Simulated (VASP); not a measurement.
# ReS2 in VASP: single point with LDA

Aim: the single point of ReS2 with LDA.

All numbers are computed with VASP 6.6.1; they aren't measurements. Logs are shortened: lines on timing, memory, paths and dates and some standing lists are left out, and cuts for length are marked.

## Step 1: The sheet as given

The cell holds a sheet with vacuum, 24 atoms: a = 6.303 Å, b = 6.403 Å, c = 23.000 Å, α = 90.00°, β = 90.00°, γ = 61.23°.

The cell was built by a generator and needn't be a form met in nature.

## Step 2: Single point, LDA

Contents of INCAR:

```
ALGO = Fast ; EDIFF = 1E-7
ENCUT = 520 ; ISIF = 2
ISMEAR = 0 ; LASPH = True
LCHARG = False ; LREAL = Auto
LWAVE = False ; NBANDS = 94
NELM = 100 ; PREC = Accurate
SIGMA = 0.01
```

Contents of KPOINTS:

```
k-points
0
Gamma
  4 4 1
```

Contents of POSCAR:

```
ReS2
1.0
    6.3029151087     -0.0076537296      0.0000000000
    3.0883994692      5.6090585892      0.0000000000
    0.0000000000      0.0000000000     23.0000000000
Re S
8 16
Direct
    0.1343415925      0.1876086257      0.3686896475
    0.2574470825      0.5617023089      0.3736992671
    0.7079277645      0.1601169123      0.3705009035
    0.6837592260      0.5890236238      0.3718240622
    0.1093205334      0.7367587375      0.6276050445
    0.2324260848      1.1108524803      0.6326147030
    0.6830083347      0.7094375242      0.6294803587
    0.6588399188      1.1383442017      0.6308033884
    0.8800361707      0.7782890881      0.3203288958
    0.3408844805      0.8097373947      0.3130294619
    0.0511669391      0.9394622712      0.4290767132
    0.0117650018      0.4792803313      0.4388718925
    0.5114663298      0.9710465209      0.4217793920
    0.8401339628      0.3168314901      0.2958024744
    0.5521956247      0.4318390579      0.4466444039
    0.3798823823      0.2699409542      0.3035300536
    0.8553013362      1.3274147069      0.5795249626
    0.3156005528      1.3589989380      0.5722276388
    0.0258831259      1.4887238309      0.6882749576
   -0.0131149161      1.0285205725      0.6977742315
    0.4867315025      1.5201720015      0.6809754502
    0.8145719428      0.8666218806      0.5546599124
    0.5266336700      0.9816300344      0.7055018799
    0.3550027387      0.8191807436      0.5624324783
```

Potentials or basis: VASP PAW LDA potentials, release 64 (Re, S).

Run with:

```bash
cat potpaw_LDA.64/Re/POTCAR potpaw_LDA.64/S/POTCAR > POTCAR
mpirun -np 1 vasp_std > vasp.out
```

OUTCAR:

```text
EDIFF = 1E-7
   ENCUT = 520
   ISIF = 2
   ISMEAR = 0
   LASPH = True
   LREAL = Auto
   NELM = 100
   PREC = Accurate

 ion  position               nearest neighbor table
   1  0.134  0.188  0.369-  12 2.30  14 2.34  11 2.35  16 2.39  13 2.43  10 2.48   4 2.77   3 2.78
                             2 2.85
   2  0.257  0.562  0.374-  16 2.30  15 2.34  10 2.36  12 2.39   9 2.43  11 2.48   3 2.77   4 2.78
                             1 2.85
   3  0.708  0.160  0.371-  15 2.33  14 2.34  11 2.36  16 2.40  13 2.42   9 2.44   4 2.68   2 2.77
                             1 2.78
   4  0.684  0.589  0.372-  14 2.33  15 2.34  10 2.36  12 2.40   9 2.42  13 2.43   3 2.68   1 2.77
                             2 2.78
   5  0.109  0.737  0.628-  20 2.30  22 2.34  19 2.36  24 2.39  21 2.43  18 2.48   8 2.77   7 2.78
                             6 2.85
   6  0.232  0.111  0.633-  24 2.30  23 2.34  18 2.35  20 2.39  17 2.43  19 2.48   7 2.77   8 2.78
                             5 2.85
   7  0.683  0.709  0.629-  23 2.33  22 2.34  19 2.36  24 2.40  21 2.42  17 2.43   8 2.68   6 2.77
                             5 2.78
   8  0.659  0.138  0.631-  22 2.33  23 2.34  18 2.36  20 2.40  17 2.42  21 2.44   7 2.68   5 2.77
                             6 2.78
   9  0.880  0.778  0.320-   4 2.42   2 2.43   3 2.44
  10  0.341  0.810  0.313-   2 2.36   4 2.36   1 2.48
  11  0.051  0.939  0.429-   1 2.35   3 2.36   2 2.48
  12  0.012  0.479  0.439-   1 2.30   2 2.39   4 2.40
  13  0.511  0.971  0.422-   3 2.42   1 2.43   4 2.43
  14  0.840  0.317  0.296-   4 2.33   1 2.34   3 2.34
[... 8 lines left out ...]
  23  0.527  0.982  0.706-   7 2.33   6 2.34   8 2.34
  24  0.355  0.819  0.562-   6 2.30   5 2.39   7 2.40

  LATTYP: Found a simple monoclinic cell.
 ALAT       =     6.3029197557
 B/A-ratio  =     3.6491024623
 C/A-ratio  =     1.0158950023
 COS(beta)  =    -0.4812643526

  Lattice vectors:

 A1 = (   6.3029151087,  -0.0076537296,   0.0000000000)
 A2 = (   0.0000000000,   0.0000000000,  23.0000000000)
 A3 = (  -3.0883994692,  -5.6090585892,   0.0000000000)

Analysis of symmetry for initial positions (statically):
=====================================================================
 Subroutine PRICEL returns:
 Original cell was already a primitive cell.

 Routine SETGRP: Setting up the symmetry group for a
 simple monoclinic supercell.

 Subroutine GETGRP returns: Found  2 space group operations
 (whereof  1 operations were pure point group operations)
 out of a pool of  4 trial point group operations.

The static configuration has the point symmetry C_1 .
 The point group associated with its full space group is S_2 .

Analysis of symmetry for dynamics (positions and initial velocities):
=====================================================================
 Subroutine PRICEL returns:
 Original cell was already a primitive cell.

 Routine SETGRP: Setting up the symmetry group for a
 simple monoclinic supercell.

 Subroutine GETGRP returns: Found  2 space group operations
 (whereof  1 operations were pure point group operations)
 out of a pool of  4 trial point group operations.

The dynamic configuration has the point symmetry C_1 .
 The point group associated with its full space group is S_2 .

 Subroutine INISYM returns: Found  2 space group operations
 (whereof  1 operations are pure point group operations),
 and found     1 'primitive' translations

----------------------------------------------------------------------------------------

                                     Primitive cell

  volume of cell :     813.6723

  direct lattice vectors                    reciprocal lattice vectors
     6.302915109 -0.007653730  0.000000000     0.158550737 -0.087299500  0.000000000
     3.088399469  5.609058589  0.000000000     0.000216347  0.178163914  0.000000000
     0.000000000  0.000000000 23.000000000     0.000000000  0.000000000  0.043478261

  length of vectors
     6.302919756  6.403104680 23.000000000     0.180995963  0.178164046  0.043478261

  position of ions in fractional coordinates (direct lattice)
     0.134341593  0.187608626  0.368689647
     0.257447083  0.561702309  0.373699267
     0.707927764  0.160116912  0.370500904
     0.683759226  0.589023624  0.371824062
     0.109320533  0.736758737  0.627605045
     0.232426085  0.110852480  0.632614703
[... 16 lines left out ...]
     0.526633670  0.981630034  0.705501880
     0.355002739  0.819180744  0.562432478

  ion indices of the primitive-cell ions
   primitive index   ion index
                 1           1
                 2           2
                 3           3
                 4           4
                 5           5
                 6           6
[... 16 lines left out ...]
                23          23
                24          24

----------------------------------------------------------------------------------------

 KPOINTS: k-points

Automatic generation of k-mesh.
 Grid dimensions read from file:
 generate k-points for:    4    4    1

 Generating k-lattice:

  Cartesian coordinates                     Fractional coordinates (reciprocal lattice)
     0.039637684 -0.021824875  0.000000000     0.250000000 -0.000000000  0.000000000
     0.000054087  0.044540979  0.000000000    -0.000000000  0.250000000  0.000000000
     0.000000000  0.000000000  0.043478261     0.000000000  0.000000000  1.000000000

  Length of vectors
     0.045248991  0.044541011  0.043478261

  Shift w.r.t. Gamma in fractional coordinates (k-lattice)
     0.000000000  0.000000000  0.000000000

 Subroutine IBZKPT returns following result:
 ===========================================

 Found     10 irreducible k-points:

 Following reciprocal coordinates:
            Coordinates               Weight
  0.000000  0.000000  0.000000      1.000000
  0.250000 -0.000000  0.000000      2.000000
  0.500000 -0.000000  0.000000      1.000000
  0.000000  0.250000  0.000000      2.000000
  0.250000  0.250000  0.000000      2.000000
  0.500000  0.250000  0.000000      2.000000
 -0.250000  0.250000  0.000000      2.000000
  0.000000  0.500000  0.000000      1.000000
  0.250000  0.500000  0.000000      2.000000
  0.500000  0.500000  0.000000      1.000000
   k-points           NKPTS =     10   k-points in BZ     NKDIM =     10   number of bands    NBANDS=     94
   number of dos      NEDOS =    301   number of ions     NIONS =     24
   total plane-waves  NPLWV = 414720
   dimension x,y,z NGX =    48 NGY =   48 NGZ =  180
   dimension x,y,z NGXF=    96 NGYF=   96 NGZF=  360
   ions per type =               8  16
   NGX,Y,Z   is equivalent  to a cutoff of  12.66, 12.46, 13.01 a.u.
   NGXF,Y,Z  is equivalent  to a cutoff of  25.32, 24.92, 26.02 a.u.
 SYSTEM =  unknown system
   PREC   = accura    normal or accurate (medium, high low for compatibility)
   ISTART =      0    job   : 0-new  1-cont  2-samecut
   ICHARG =      2    charge: 1-file 2-atom 10-const
   ISPIN  =      1    spin polarized calculation?
   LNONCOLLINEAR =      F non collinear calculations
   LSORBIT =      F    spin-orbit coupling
   LASPH  =      T    aspherical Exc in radial PAW
   ENCUT  =  520.0 eV  38.22 Ry    6.18 a.u.  11.72 11.91 42.76*2*pi/ulx,y,z
   NELM   =    100;   NELMIN=  2; NELMDL= -5     # of ELM steps
   EDIFF  = 0.1E-06   stopping-criterion for ELM
   LREAL  =      T    real-space projection
   EDIFFG = 0.1E-05   stopping-criterion for IOM
   NSW    =      0    number of steps for IOM
   IBRION =     -1    ionic relax: 0-MD 1-quasi-New 2-CG
   NFREE  =      0    steps in history (QN), initial steepest desc. (CG)
   ISIF   =      2    stress and relaxation
   ISYM   =      2    0-nonsym 1-usesym 2-fastsym
   POTIM  = 0.5000    time-step for ionic-motion
   TEBEG  =    0.0;   TEEND  =   0.0 temperature during run
   PSTRESS=    0.0 pullay stress
   NELECT =     152.0000    total number of electrons
   NUPDOWN=      -1.0000    fix difference up-down
   EMIN   =  10.00;   EMAX   =-10.00  energy-range for DOS
   EFERMI =   0.00;   METHOD = LEGACY
   ISMEAR =     0;   SIGMA  =   0.01  broadening in eV -4-tet -1-fermi 0-gaus
   EFERMI_NEDOS =   21; number of points for ismear=-14 and -15
   IALGO  =     68    algorithm
   IMIX   =      4    mixing-type and parameters
     AMIX     =   0.40;   BMIX     =  1.00
     AMIX_MAG =   1.60;   BMIX_MAG =  1.00
  volume/ion in A,a.u.               =      33.90       228.79
  Fermi-wavevector in a.u.,A,eV,Ry     =   0.935850  1.768500 11.916186  0.875815
  Thomas-Fermi vector in A             =   2.062799
   LORBIT       =      0    0 simple, 1 ext, 2 COOP (PROOUT), +10 PAW based schemes
   GGA     = CA    functional components
   LHFCALC =     F    Hartree Fock is set to
   AEXX    =    0.0000 exact exchange contribution
   IVDW    =     0    specifies the selected vdW correction
   LEPSILON=     F    determine dielectric tensor
   LRPA    =     F    only Hartree local field effects (RPA)
 non-spin polarized calculation
 RMM-DIIS sequential band-by-band and
 Gauss-broadening in eV      SIGMA  =   0.01
  energy-cutoff  :      520.00
  volume of cell :      813.67
 maximum number of plane-waves:     21942
 NGX is ok and might be reduce to    48
   NGX = 23   NGY = 23   NGZ = 85

 number of electron     152.0000001 magnetization

 Free energy of the ion-electron system (eV)
  ---------------------------------------------------
  ext. energy  EPLUGINS =         0.00000000
  ---------------------------------------------------
  free energy    TOTEN  =      -200.06280070 eV

  energy without entropy =     -200.06280070  energy(sigma->0) =     -200.06280070

 E-fermi :   0.1961     XC(G=0):  -6.1968

 val. band max:        0.1183875931   @ k =   0.0000   0.0000   0.0000
 cond. band min:       1.4714253468   @ k =   0.0000   0.0000   0.0000
 fundamental gap:      1.3530377537
 Fermi energy:         0.1960807307

 k-point     1 :       0.0000    0.0000    0.0000
  band No.  band energies     occupation
      1     -14.9873      2.00000
      2     -14.8720      2.00000
      3     -13.4843      2.00000
      4     -13.3638      2.00000
      5     -13.0538      2.00000
      6     -13.0098      2.00000
[... 899 lines left out ...]
     87       2.5775      0.00000
     88       2.6038      0.00000
 [bands above 88 left out]

------------------------ aborting loop because EDIFF is reached ----------------------------------------

  FORCE on cell =-STRESS in cart. coord.  units (eV):
  Direction    XX          YY          ZZ          XY          YZ          ZX
  --------------------------------------------------------------------------------------
  -------------------------------------------------------------------------------------
  Total        2.5780525      2.6607700      2.4304375     -0.0376193     -0.0649925     -0.0110044
  in kB        5.0763644      5.2392410      4.7857003     -0.0740751     -0.1279748     -0.0216684
  external PRESSURE =       5.0337685 kB  Pullay stress =       0.0000000 kB

 VOLUME and BASIS-vectors are now :
 -----------------------------------------------------------------------------
  energy-cutoff  :      520.00
  volume of cell :      813.67
      direct lattice vectors                 reciprocal lattice vectors
     6.302915109 -0.007653730  0.000000000     0.158550737 -0.087299500  0.000000000
     3.088399469  5.609058589  0.000000000     0.000216347  0.178163914  0.000000000
     0.000000000  0.000000000 23.000000000     0.000000000  0.000000000  0.043478261

 POSITION                                       TOTAL-FORCE (eV/Angst)
 -----------------------------------------------------------------------------------
      1.42615      1.05128      8.47986         0.020711     -0.019108     -0.018008
      3.35743      3.14865      8.59508        -0.020255      0.020456      0.017241
      4.95651      0.89269      8.52152        -0.014244     -0.041271     -0.014339
      6.12882      3.29863      8.55195         0.015699      0.044845      0.008399
      2.96444      4.13169     14.43492         0.020255     -0.020456     -0.017241
      1.80732      0.62000     14.55014        -0.020711      0.019108      0.018008
[... 16 lines left out ...]
      6.35099      5.50199     16.22654        -0.001071     -0.001085      0.166751
      4.76751      4.59212     12.93595        -0.003705     -0.035584     -0.136298
 -----------------------------------------------------------------------------------
    total drift:                                0.000390     -0.002997      0.000183

  FREE ENERGIE OF THE ION-ELECTRON SYSTEM (eV)
  ---------------------------------------------------
  free  energy   TOTEN  =      -200.0628006990 eV

  energy  without entropy=     -200.0628006990  energy(sigma->0) =     -200.06280070
```

It took 25 min on 1 thread of Intel Xeon 6975P-C (Granite Rapids), shared host; peak memory 0.87 GiB.

Results:

```
Free energy            : -200.0628 eV
Largest force          : 0.174 eV/Å
Band gap on the k mesh : 1.35 eV, direct
```

Forces on the atoms (eV/Å):
```
Re   0.021 -0.019 -0.018
Re  -0.020  0.020  0.017
Re  -0.014 -0.041 -0.014
Re   0.016  0.045  0.008
Re   0.020 -0.020 -0.017
Re  -0.021  0.019  0.018
Re  -0.016 -0.045 -0.008
Re   0.014  0.041  0.014
S    0.007  0.009 -0.071
S   -0.005  0.046 -0.091
S    0.003 -0.050  0.102
S    0.004  0.036  0.136
S   -0.004 -0.012  0.079
S    0.001  0.001 -0.167
S   -0.002 -0.001  0.174
S   -0.003 -0.034 -0.128
S    0.004  0.012 -0.079
S   -0.003  0.050 -0.102
S    0.005 -0.046  0.091
S    0.003  0.034  0.128
S   -0.007 -0.009  0.071
S    0.002  0.001 -0.174
S   -0.001 -0.001  0.167
S   -0.004 -0.036 -0.136
```

Levels at points of the mesh, in eV from the valence-band top:
```tsv
k point	band 74	band 75	band 76	band 77	band 78	band 79
(0.00, 0.00, 0.00)	-0.26	-0.12	0.00	1.35	1.43	1.90
(0.50, 0.00, 0.00)	-0.45	-0.44	-0.41	1.61	1.68	1.91
(0.00, 0.50, 0.00)	-0.40	-0.22	-0.21	1.65	1.71	1.83
(0.50, 0.50, 0.00)	-0.50	-0.45	-0.37	1.57	1.67	1.82
```

Caveat: spin-orbit coupling is left out, which moves the levels of the heavy elements.
